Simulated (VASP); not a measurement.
All values below come from PBE GGA, VASP's PBE PAW potentials (set 64) (plane waves; VASP).

A VASP calculation is set up with these files.

POSCAR:
```
Er
1
    1.8269790000    -2.9919760000     0.0000000000
    1.8269790000     2.9919760000     0.0000000000
    0.0000000000     0.0000000000     5.7253630000
Er
2
Direct
  0.3333330000   0.6666670000   0.2500000000
  0.6931530000   0.3598190000   0.7500000000
```

**INCAR**
```
# general
SYSTEM =Er
PREC   =Accurate
ENCUT  =400
LREAL  =.FALSE.
LASPH  =.TRUE.
ISYM   =0

# electronic loop
EDIFF  =1E-6
NELM   =100
ALGO   =Normal
LMAXMIX=6

# smearing
ISMEAR =1
SIGMA  =0.1

# functional
GGA    =PE

# ions
ISIF   =2

# output
LWAVE  =.FALSE.
LCHARG =.FALSE.
```

**KPOINTS**
```
Automatic
0
G
  11 11 6
0 0 0
```

POTCAR, in this order: Er_3 (PBE.64 set). Program: vasp_std.

The 4f electrons are frozen in the core of the lanthanide potential, so 4f levels, which can set the real gap, and their magnetism are missing.

**Question.** Predict the energy per atom (σ→0), largest force, band gap (on the k-mesh).

**Answer.** 
```yaml
energy per atom (σ→0): -432.2 kJ/mol of atoms
band gap (on the k-mesh): none (metal, semimetal or under 0.01 eV)
largest_force: 0.129 eV/Å
```

**OSZICAR**
```
...
DAV:   6    -0.895151831511E+01    0.77620E-02   -0.33047E-02 15948   0.343E+00    0.143E+01
DAV:   7    -0.895949646475E+01   -0.79781E-02   -0.57587E-02 15566   0.448E+00    0.361E-01
DAV:   8    -0.895926266094E+01    0.23380E-03   -0.38730E-03 15678   0.945E-01    0.851E-02
DAV:   9    -0.895927178889E+01   -0.91280E-05   -0.20967E-04 16425   0.193E-01    0.320E-02
DAV:  10    -0.895926697780E+01    0.48111E-05   -0.14158E-05 16030   0.527E-02    0.107E-02
DAV:  11    -0.895926596954E+01    0.10083E-05   -0.21652E-06  9880   0.249E-02    0.156E-02
DAV:  12    -0.895926642252E+01   -0.45299E-06   -0.49576E-07  8567   0.360E-02
   1 F= -.89592664E+01 E0= -.89597082E+01  d E =0.132543E-02
```

The compound is Er in the hcp structure. The cell was not relaxed at this level, atoms are displaced from their ideal sites. The run is one of a series of settings (ISYM = 0 against the base run), some of them coarse on purpose.
